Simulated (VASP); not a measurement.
These are PBEsol GGA, VASP's PBE PAW potentials (set 64) (plane waves; VASP) values and carry that method's errors.

A VASP calculation is set up with these files.

KPOINTS:
```
Automatic mesh
0
Gamma
10 10 10
0 0 0
```

### INCAR
```
# general
SYSTEM   =  ScPtO2
PREC     =  Accurate
ENCUT    =  600   # plane-wave cut-off (eV)
LREAL    =  .FALSE.   # projection in real space or not
LASPH    =  .TRUE.   # aspherical one-centre terms

# electronic loop
EDIFF    =  1E-7   # SCF stop (eV)
NELM     =  100
ALGO     =  Normal   # blocked Davidson
LMAXMIX  =  6

# smearing
ISMEAR   =  1   # Methfessel-Paxton
SIGMA    =  0.1   # width (eV)

# functional
GGA      =  PS   # PBEsol

# ions
ISIF     =  2   # forces and stress, cell fixed

# output
LWAVE    =  .FALSE.
LCHARG   =  .FALSE.
```

**POSCAR**
```
ScPtO2
5.9872890
  0.2587694083   0.1494005688   0.9999999324
 -0.2587694083   0.1494005688   0.9999999324
  0.0000000000  -0.2988011375   0.9999999324
Pt Sc O
1 1 2
Cartesian
  0.0000000000   0.0000000000   2.9999997971
  0.0000000000   0.0000000000   1.4999998985
  0.0000000000  -0.0000000000   0.3279676392
  0.0000000000   0.0000000000   2.6720321579
```

POTCAR, in this order: Pt Sc_sv O (PBE.64 set). Program: vasp_std.

Unless said otherwise, spin-orbit coupling is left out, though it shifts the bands of the heavy elements here.

What does the run give for the energy per atom (σ→0), pressure, largest force, band gap (on the k-mesh)?

```json
{
  "energy per atom (σ→0)": "-8.154 eV/atom",
  "band gap (on the k-mesh)": "none (metal, semimetal or under 0.01 eV)",
  "pressure": "5.54 GPa",
  "largest_force": "0.00869 Ha/bohr"
}
```

OSZICAR:
```
...
DAV:   9    -0.326153506714E+02    0.74988E-02   -0.45979E-02  6124   0.202E+00    0.397E-01
DAV:  10    -0.326153388890E+02    0.11782E-04   -0.42510E-03  7148   0.828E-01    0.154E-01
DAV:  11    -0.326153047292E+02    0.34160E-04   -0.49980E-04  5504   0.206E-01    0.519E-02
DAV:  12    -0.326153245603E+02   -0.19831E-04   -0.67131E-05  7212   0.812E-02    0.206E-02
DAV:  13    -0.326153222552E+02    0.23050E-05   -0.90020E-06  6064   0.303E-02    0.511E-03
DAV:  14    -0.326153224062E+02   -0.15098E-06   -0.28710E-06  5864   0.121E-02    0.194E-03
DAV:  15    -0.326153223568E+02    0.49393E-07   -0.16115E-07  3884   0.488E-03
   1 F= -.32615322E+02 E0= -.32614735E+02  d E =-.176292E-02
```

The structure was generated: ScPtO2 was put into the delafossite type (R-3m), which need not be its known phase. This cell was strained or had an atom moved on purpose. The electron count is odd and the run is not spin-polarised, which forces a metal.
